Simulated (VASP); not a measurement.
VASP ran on this input.

**POSCAR**
```
BN
1
    0.0000000000     1.8788368022     1.8788368022
    1.8065738483     0.0000000000     1.8788368022
    1.8065738483     1.8788368022     0.0000000000
B N
1 1
Direct
  0.0000000000   0.0000000000   0.0000000000
  0.2500000000   0.2500000000   0.2500000000
```

KPOINTS:
```
kpoints
0
Gamma
  12 12 12
0 0 0
```

**INCAR**
```
EDIFF = 1E-7
EDIFFG = -0.01   ! ionic stop
ENCUT = 600
NSW = 30   ! most ionic steps
METAGGA = R2SCAN
LCHARG = F
SYSTEM = BN
LREAL = F   ! projection in real space or not
LASPH = T   ! aspherical one-centre terms
NELM = 100   ! most electronic steps
LWAVE = F
LMIXTAU = T
PREC = Accurate
SIGMA = 0.05   ! width (eV)
ISMEAR = 0
ISIF = 2   ! forces and stress, cell fixed
IBRION = 2
ALGO = Normal   ! blocked Davidson
```

POTCAR, in this order: B N (PBE.64 set). Program: vasp_std.

Task: Translate this r2SCAN calculation to Ansatz.

Result: One equivalent input (not run):
Ansatz 0.2 input:
```yaml
crystal:
  lattice:
    - [0.0000000, 1.8788368, 1.8788368]
    - [1.8065738, 0.0000000, 1.8788368]
    - [1.8065738, 1.8788368, 0.0000000]
  atoms:
    - { symbol: B, position: [0.0000000, 0.0000000, 0.0000000] }
    - { symbol: N, position: [0.2500000, 0.2500000, 0.2500000] }
kpoints:
  mp_grid: { grid: [12, 12, 12] }
hamiltonian:
  xc: r2scan
  pseudopotentials: { kind: paw }
scf:
  occupations: { method: gaussian, width: 0.05 }
  max_iter: 100
relax:
  max_steps: 30
  f_tol: 0.01
output: { forces: true, stress: true, eigenvalues: true }
```
What does not carry over: each code has its own PAW files, so the cut-off isn't converted (ENCUT is set for VASP's; basis.ecutwfc is left out, and Ansatz then takes the one that its files recommend); Ansatz stops its SCF on the density residual and VASP on the energy change (EDIFF).

The compound is BN in the zinc blende structure. This cell was strained or had an atom moved on purpose.
